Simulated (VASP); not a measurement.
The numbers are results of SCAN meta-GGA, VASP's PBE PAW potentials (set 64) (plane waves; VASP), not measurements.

VASP ran on this input.

### INCAR
```
SYSTEM = Te
PREC = Accurate
ENCUT = 520
EDIFF = 1E-7
NELM = 100
ALGO = Normal
LREAL = .FALSE.
LASPH = .TRUE.
ISMEAR = 0
SIGMA = 0.05
METAGGA = SCAN
LMIXTAU = .TRUE.
LMAXMIX = 4
LWAVE = .FALSE.
LCHARG = .FALSE.
ISIF = 4
IBRION = 2
NSW = 30
EDIFFG = -0.01
```

POSCAR:
```
Te
1
    2.1841902801    -3.7831282445     0.0000000000
    2.1841902801     3.7831282445     0.0000000000
    0.0000000000     0.0000000000     5.8195201252
Te
3
Direct
  0.0000000000   0.2672507186   0.6666670000
  0.7327492814   0.7327492814   0.0000000000
  0.2672507186   0.0000000000   0.3333330000
```

### KPOINTS
```
Automatic mesh
0
Gamma
6 6 4
0 0 0
```

POTCAR, in this order: Te (PBE.64 set). Program: vasp_std.

Output

File OSZICAR:
```
...
DAV:  13    -0.111693342035E+03    0.46706E-05   -0.78146E-04   689   0.380E-01    0.177E-01
DAV:  14    -0.111693242234E+03    0.99801E-04   -0.15707E-03   624   0.591E-01    0.532E-02
DAV:  15    -0.111693198302E+03    0.43932E-04   -0.49442E-05   709   0.901E-02    0.535E-02
DAV:  16    -0.111693219137E+03   -0.20835E-04   -0.21353E-05   624   0.705E-02    0.636E-02
DAV:  17    -0.111693289525E+03   -0.70389E-04   -0.14963E-04   624   0.162E-01    0.600E-02
DAV:  18    -0.111693285848E+03    0.36778E-05   -0.10303E-05   624   0.428E-02    0.384E-02
DAV:  19    -0.111693287184E+03   -0.13367E-05   -0.37839E-06   629   0.257E-02    0.362E-02
DAV:  20    -0.111693281629E+03    0.55552E-05   -0.96295E-06   624   0.441E-02    0.308E-03
DAV:  21    -0.111693284577E+03   -0.29481E-05   -0.45696E-06   624   0.302E-02    0.588E-03
DAV:  22    -0.111693283387E+03    0.11905E-05   -0.58241E-06   624   0.336E-02    0.269E-03
DAV:  23    -0.111693282859E+03    0.52801E-06   -0.12586E-06   624   0.164E-02    0.339E-03
DAV:  24    -0.111693282788E+03    0.70704E-07   -0.11874E-07   387   0.474E-03
   1 F= -.11169328E+03 E0= -.11169327E+03  d E =-.111693E+03
       N       E                     dE             d eps       ncg     rms          rms(c)
DAV:   1    -0.111721930625E+03   -0.28648E-01   -0.10651E+00   624   0.647E+00    0.918E-01
DAV:   2    -0.111721383990E+03    0.54664E-03   -0.62242E-02   699   0.236E+00    0.242E-01
DAV:   3    -0.111720740228E+03    0.64376E-03   -0.39887E-03   639   0.811E-01    0.271E-01
DAV:   4    -0.111722690344E+03   -0.19501E-02   -0.84539E-03   624   0.103E+00    0.175E-01
DAV:   5    -0.111721069249E+03    0.16211E-02   -0.78915E-03   624   0.108E+00    0.965E-02
DAV:   6    -0.111720970403E+03    0.98846E-04   -0.96760E-04   624   0.342E-01    0.313E-02
DAV:   7    -0.111720928256E+03    0.42148E-04   -0.17764E-04   644   0.185E-01    0.328E-02
DAV:   8    -0.111720964414E+03   -0.36158E-04   -0.15954E-04   624   0.185E-01    0.606E-03
DAV:   9    -0.111720924181E+03    0.40233E-04   -0.99739E-05   624   0.143E-01    0.506E-03
DAV:  10    -0.111720925439E+03   -0.12581E-05   -0.83125E-06   634   0.437E-02    0.293E-03
DAV:  11    -0.111720923764E+03    0.16754E-05   -0.22804E-06   634   0.227E-02    0.191E-03
DAV:  12    -0.111720923686E+03    0.77090E-07   -0.83291E-08   342   0.425E-03
   2 F= -.11172092E+03 E0= -.11172080E+03  d E =-.276409E-01
       N       E                     dE             d eps       ncg     rms          rms(c)
DAV:   1    -0.111738260438E+03   -0.17337E-01   -0.36395E+00   624   0.119E+01    0.155E+00
DAV:   2    -0.111738137534E+03    0.12290E-03   -0.20972E-01   694   0.424E+00    0.459E-01
DAV:   3    -0.111736263987E+03    0.18735E-02   -0.16349E-02   644   0.167E+00    0.490E-01
DAV:   4    -0.111745416518E+03   -0.91525E-02   -0.38290E-02   624   0.226E+00    0.280E-01
DAV:   5    -0.111736833753E+03    0.85828E-02   -0.26130E-02   624   0.204E+00    0.158E-01
DAV:   6    -0.111737414989E+03   -0.58124E-03   -0.39906E-03   624   0.802E-01    0.705E-02
DAV:   7    -0.111736923042E+03    0.49195E-03   -0.18584E-03   624   0.619E-01    0.439E-02
DAV:   8    -0.111737069239E+03   -0.14620E-03   -0.10735E-03   624   0.495E-01    0.248E-02
DAV:   9    -0.111736840439E+03    0.22880E-03   -0.79277E-04   624   0.425E-01    0.210E-02
DAV:  10    -0.111736829671E+03    0.10768E-04   -0.17092E-05   674   0.558E-02    0.478E-03
DAV:  11    -0.111736829976E+03   -0.30477E-06   -0.43869E-06   639   0.319E-02    0.338E-03
DAV:  12    -0.111736829636E+03    0.34017E-06   -0.15017E-06   624   0.176E-02    0.997E-04
DAV:  13    -0.111736830103E+03   -0.46789E-06   -0.12161E-06   624   0.159E-02    0.890E-04
DAV:  14    -0.111736830137E+03   -0.33540E-07   -0.30772E-07   608   0.817E-03
   3 F= -.11173683E+03 E0= -.11173630E+03  d E =-.435473E-01
       N       E                     dE             d eps       ncg     rms          rms(c)
DAV:   1    -0.111737059155E+03   -0.22905E-03   -0.35392E-02   624   0.120E+00    0.151E-01
DAV:   2    -0.111737075248E+03   -0.16093E-04   -0.20616E-03   684   0.444E-01    0.461E-02
DAV:   3    -0.111737049750E+03    0.25497E-04   -0.17465E-04   649   0.171E-01    0.516E-02
DAV:   4    -0.111737189506E+03   -0.13976E-03   -0.48733E-04   624   0.255E-01    0.381E-02
DAV:   5    -0.111737067068E+03    0.12244E-03   -0.22916E-04   624   0.187E-01    0.130E-02
DAV:   6    -0.111737067910E+03   -0.84238E-06   -0.21246E-05   634   0.614E-02    0.621E-03
DAV:   7    -0.111737067378E+03    0.53265E-06   -0.13613E-05   624   0.532E-02    0.804E-03
DAV:   8    -0.111737067284E+03    0.93156E-07   -0.28324E-06   634   0.246E-02    0.610E-03
DAV:   9    -0.111737067608E+03   -0.32385E-06   -0.26066E-06   624   0.238E-02    0.379E-03
DAV:  10    -0.111737066726E+03    0.88246E-06   -0.12442E-06   624   0.173E-02    0.128E-03
DAV:  11    -0.111737066691E+03    0.34527E-07   -0.62242E-08   312   0.337E-03
   4 F= -.11173707E+03 E0= -.11173656E+03  d E =-.437839E-01
       N       E                     dE             d eps       ncg     rms          rms(c)
DAV:   1    -0.111737064974E+03    0.17518E-05   -0.29397E-03   624   0.345E-01    0.445E-02
DAV:   2    -0.111737063293E+03    0.16813E-05   -0.17092E-04   684   0.127E-01    0.135E-02
DAV:   3    -0.111737061958E+03    0.13352E-05   -0.14669E-05   654   0.497E-02    0.148E-02
DAV:   4    -0.111737075260E+03   -0.13302E-04   -0.41341E-05   624   0.751E-02    0.110E-02
DAV:   5    -0.111737065439E+03    0.98209E-05   -0.20244E-05   624   0.558E-02    0.371E-03
DAV:   6    -0.111737065999E+03   -0.56069E-06   -0.16612E-06   629   0.174E-02    0.185E-03
DAV:   7    -0.111737065939E+03    0.60112E-07   -0.12282E-06   624   0.160E-02    0.226E-03
DAV:   8    -0.111737065964E+03   -0.24316E-07   -0.27383E-07   592   0.765E-03
   5 F= -.11173707E+03 E0= -.11173656E+03  d E =-.437832E-01
       N       E                     dE             d eps       ncg     rms          rms(c)
DAV:   1    -0.111737480706E+03   -0.41477E-03   -0.14254E-02   624   0.721E-01    0.748E-02
DAV:   2    -0.111737471569E+03    0.91377E-05   -0.55429E-04   664   0.237E-01    0.342E-02
DAV:   3    -0.111737452574E+03    0.18995E-04   -0.38043E-04   634   0.251E-01    0.229E-02
DAV:   4    -0.111737454279E+03   -0.17051E-05   -0.73796E-05   639   0.937E-02    0.840E-03
DAV:   5    -0.111737449702E+03    0.45763E-05   -0.17509E-05   634   0.479E-02    0.343E-03
DAV:   6    -0.111737451260E+03   -0.15572E-05   -0.94294E-06   624   0.416E-02    0.228E-03
DAV:   7    -0.111737450069E+03    0.11908E-05   -0.35633E-06   624   0.277E-02    0.112E-03
DAV:   8    -0.111737450009E+03    0.60083E-07   -0.17885E-06   624   0.201E-02    0.192E-03
DAV:   9    -0.111737449994E+03    0.14737E-07   -0.14109E-07   372   0.553E-03
   6 F= -.11173745E+03 E0= -.11173699E+03  d E =-.384030E-03
       N       E                     dE             d eps       ncg     rms          rms(c)
DAV:   1    -0.111737861328E+03   -0.41132E-03   -0.67264E-02   624   0.157E+00    0.159E-01
DAV:   2    -0.111737839539E+03    0.21789E-04   -0.26177E-03   664   0.513E-01    0.750E-02
DAV:   3    -0.111737754296E+03    0.85242E-04   -0.18649E-03   634   0.557E-01    0.501E-02
DAV:   4    -0.111737738067E+03    0.16229E-04   -0.36623E-04   629   0.214E-01    0.179E-02
DAV:   5    -0.111737725868E+03    0.12198E-04   -0.90263E-05   644   0.112E-01    0.788E-03
DAV:   6    -0.111737730114E+03   -0.42457E-05   -0.56757E-05   624   0.104E-01    0.437E-03
DAV:   7    -0.111737725208E+03    0.49063E-05   -0.22156E-05   624   0.695E-02    0.207E-03
DAV:   8    -0.111737724889E+03    0.31864E-06   -0.83224E-06   624   0.429E-02    0.367E-03
DAV:   9    -0.111737724542E+03    0.34689E-06   -0.85874E-07   659   0.135E-02    0.270E-03
DAV:  10    -0.111737724342E+03    0.20005E-06   -0.31782E-07   597   0.732E-03    0.448E-04
DAV:  11    -0.111737724425E+03   -0.82990E-07   -0.28116E-07   592   0.765E-03
   7 F= -.11173772E+03 E0= -.11173738E+03  d E =-.658462E-03
```

File OUTCAR:
```
------------------------ aborting loop because EDIFF is reached ----------------------------------------
  FORCE on cell =-STRESS in cart. coord.  units (eV):
  Direction    XX          YY          ZZ          XY          YZ          ZX
  --------------------------------------------------------------------------------------
  Total        0.8059303      0.8059301      0.8404065      0.0000000     -0.0000000      0.0000000
  in kB       13.4260833     13.4260806     14.0004262      0.0000000     -0.0000000      0.0000000
  external PRESSURE =      13.6175301 kB  Pullay stress =       0.0000000 kB
  volume of cell :       96.17
      direct lattice vectors                 reciprocal lattice vectors
     2.164357376 -3.748776564 -0.000000000     0.231015453 -0.133376847 -0.000000000
     2.164357376  3.748776564  0.000000000     0.231015453  0.133376847  0.000000000
     0.000000000 -0.000000000  5.926662268    -0.000000000 -0.000000000  0.168729034
 POSITION                                       TOTAL-FORCE (eV/Angst)
 -----------------------------------------------------------------------------------
      2.77291     -2.69474      3.95111         0.002366      0.004098      0.000000
      3.11162     -0.00000      0.00000        -0.004733      0.000000      0.000000
      2.77291      2.69474      1.97555         0.002366     -0.004098     -0.000000
 -----------------------------------------------------------------------------------
    total drift:                               -0.000290     -0.000407      0.000015
  FREE ENERGIE OF THE ION-ELECTRON SYSTEM (eV)
  ---------------------------------------------------
  free  energy   TOTEN  =      -111.7377244253 eV

  energy  without entropy=     -111.7370372217  energy(sigma->0) =     -111.73738082

 reached required accuracy - stopping structural energy minimisation
```
(Selected blocks of OUTCAR.)

**CONTCAR**
```
Te
   1.00000000000000
     2.1643573757899541   -3.7487765637366670   -0.0000000000000000
     2.1643573757899541    3.7487765637366670    0.0000000000000000
     0.0000000000000000   -0.0000000000000000    5.9266622679891166
  Te
     3
Direct
     0.9999999999851173    0.2811686371368282    0.6666669999999968
     0.7188313628780543    0.7188313628780543    0.0000000000000000
     0.2811686371368282    0.9999999999851173    0.3333330000000032
```

OUTCAR:
```
 val. band max:        6.5940550639   @ k =   0.3333   0.3333   0.5000

 cond. band min:       6.6617651513   @ k =   0.3333   0.3333   0.5000


 Fermi energy:         6.6361167635

 k-point     1 :       0.0000    0.0000    0.0000
  band No.  band energies     occupation
      1      -7.8408      2.00000
      2      -4.2809      2.00000
      3      -4.2809      2.00000
      4       3.4697      2.00000
      5       3.8971      2.00000
      6       3.8971      2.00000
      7       4.6730      2.00000
      8       4.6730      2.00000
      9       5.3255      2.00000
     10       7.6308      0.00000
     11       7.6308      0.00000
     12       8.3541      0.00000
     13      11.7036      0.00000

 k-point     2 :       0.1667    0.0000    0.0000
  band No.  band energies     occupation
      1      -7.6130      2.00000
      2      -4.3265      2.00000
      3      -4.2065      2.00000
      4       2.1074      2.00000
      5       2.9072      2.00000
      6       3.2365      2.00000
      7       5.3644      2.00000
      8       5.5079      2.00000
      9       5.8630      2.00000
     10       7.3482      0.00000
     11       7.4258      0.00000
     12       8.0149      0.00000
     13      10.9144      0.00000

 k-point     3 :       0.3333    0.0000    0.0000
  band No.  band energies     occupation
      1      -6.9893      2.00000
      2      -4.7052      2.00000
      3      -4.0294      2.00000
      4       1.2357      2.00000
      5       1.9596      2.00000
      6       2.5910      2.00000
      7       3.8723      2.00000
      8       5.7123      2.00000
      9       5.7507      2.00000
     10       7.2526      0.00000
     11       7.4712      0.00000
     12       9.5333      0.00000
     13       9.7383      0.00000

 k-point     4 :       0.5000    0.0000    0.0000
  band No.  band energies     occupation
      1      -6.4265      2.00000
      2      -5.2215      2.00000
      3      -3.9263      2.00000
...
```

Unless said otherwise, spin-orbit coupling is left out, though it shifts the bands of the heavy elements here.

The compound is Te in the trig structure. This cell is one point of a volume scan, at 0.94 of the reference volume. Symmetry was kept, so distortions that lower it aren't found.
